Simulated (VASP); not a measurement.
Method: LDA (Ceperley-Alder, Perdew-Zunger), VASP's LDA PAW potentials (set 64) (plane waves; VASP).

VASP ran on this input.

### KPOINTS
```
Automatic mesh
0
Gamma
4 4 4
0 0 0
```

**INCAR**
```
ALGO=Normal
EDIFF=1E-6
ENCUT=400
ISIF=2
ISMEAR=0
LASPH=.TRUE.
LCHARG=.FALSE.
LMAXMIX=4
LREAL=.FALSE.
LWAVE=.FALSE.
NELM=100
PREC=Accurate
SIGMA=0.05
SYSTEM=SnMoO3
```

POSCAR:
```
SnMoO3
1.0
  3.9145830000   0.0000000000   0.0000000000
  0.0000000000   3.9145830000   0.0000000000
  0.0000000000   0.0000000000   3.9145830000
Sn Mo O
1 1 3
Cart
 -0.0049323746   0.0061850411  -0.0212601003
  1.8990973091   1.9558431043   1.9721199404
  0.0152081550   1.9463110947   1.9614409580
  1.9999173943   1.9539484461   0.0129298676
  1.9625840162   0.0095828992   1.9466438342
```

POTCAR, in this order: Sn_d Mo_sv O (LDA.64 set). Program: vasp_std.

Output of the run:

**OSZICAR**
```
       N       E                     dE             d eps       ncg     rms          rms(c)
DAV:   1     0.524203968783E+03    0.52420E+03   -0.21886E+04  2100   0.201E+03
DAV:   2     0.153945694568E+02   -0.50881E+03   -0.49548E+03  2115   0.571E+02
DAV:   3    -0.453959199858E+02   -0.60790E+02   -0.58747E+02  2281   0.175E+02
DAV:   4    -0.479812196411E+02   -0.25853E+01   -0.24520E+01  2267   0.366E+01
DAV:   5    -0.480683507826E+02   -0.87131E-01   -0.85069E-01  2551   0.639E+00    0.483E+01
DAV:   6    -0.418529670223E+02    0.62154E+01   -0.45404E+01  2482   0.524E+01    0.143E+01
DAV:   7    -0.414773603713E+02    0.37561E+00   -0.64654E+00  2184   0.177E+01    0.138E+01
DAV:   8    -0.413377946037E+02    0.13957E+00   -0.61926E-01  2048   0.626E+00    0.106E+00
DAV:   9    -0.413351201039E+02    0.26745E-02   -0.56968E-02  2690   0.147E+00    0.307E-01
DAV:  10    -0.413346771057E+02    0.44300E-03   -0.38629E-03  2419   0.551E-01    0.193E-01
DAV:  11    -0.413346441832E+02    0.32922E-04   -0.11789E-03  2550   0.401E-01    0.760E-02
DAV:  12    -0.413346031262E+02    0.41057E-04   -0.20549E-04  2657   0.131E-01    0.234E-02
DAV:  13    -0.413346022733E+02    0.85287E-06   -0.39452E-05  2417   0.615E-02    0.999E-03
DAV:  14    -0.413346018485E+02    0.42481E-06   -0.40940E-06  1946   0.149E-02
   1 F= -.41334602E+02 E0= -.41330040E+02  d E =-.912415E-02
```

File OUTCAR:
```
------------------------ aborting loop because EDIFF is reached ----------------------------------------
  FORCE on cell =-STRESS in cart. coord.  units (eV):
  Direction    XX          YY          ZZ          XY          YZ          ZX
  --------------------------------------------------------------------------------------
  Total       -0.3508768     -0.0763874     -0.1273304      0.0133846     -0.0060708      0.0286019
  in kB       -9.3714926     -2.0402130     -3.4008397      0.3574866     -0.1621447      0.7639212
  external PRESSURE =      -4.9375151 kB  Pullay stress =       0.0000000 kB
  volume of cell :       59.99
      direct lattice vectors                 reciprocal lattice vectors
     3.914583000  0.000000000  0.000000000     0.255455051  0.000000000  0.000000000
     0.000000000  3.914583000  0.000000000     0.000000000  0.255455051  0.000000000
     0.000000000  0.000000000  3.914583000     0.000000000  0.000000000  0.255455051
 POSITION                                       TOTAL-FORCE (eV/Angst)
 -----------------------------------------------------------------------------------
      3.90965      0.00619      3.89332        -0.244384      0.013024      0.043537
      1.89910      1.95584      1.97212         1.883994      0.174911     -0.259652
      0.01521      1.94631      1.96144        -1.237130      0.057572      0.087031
      1.99992      1.95395      0.01293        -0.243671      0.013028     -0.021934
      1.96258      0.00958      1.94664        -0.158809     -0.258535      0.151017
 -----------------------------------------------------------------------------------
    total drift:                               -0.000267      0.000053     -0.000305
  FREE ENERGIE OF THE ION-ELECTRON SYSTEM (eV)
  ---------------------------------------------------
  free  energy   TOTEN  =       -41.3346018485 eV

  energy  without entropy=      -41.3254776945  energy(sigma->0) =      -41.33003977
```
(Selected blocks of OUTCAR.)

At this cut-off the stress carries a Pulay error, which pulls relaxed volumes low.

The structure was generated: SnMoO3 was put into an ordered model structure, which need not be its known phase. The cell was not relaxed at this level, atoms are displaced from their ideal sites. The k-mesh is coarse (spacing up to 0.40 per Å, 2π included), so the numbers may not be converged in it.
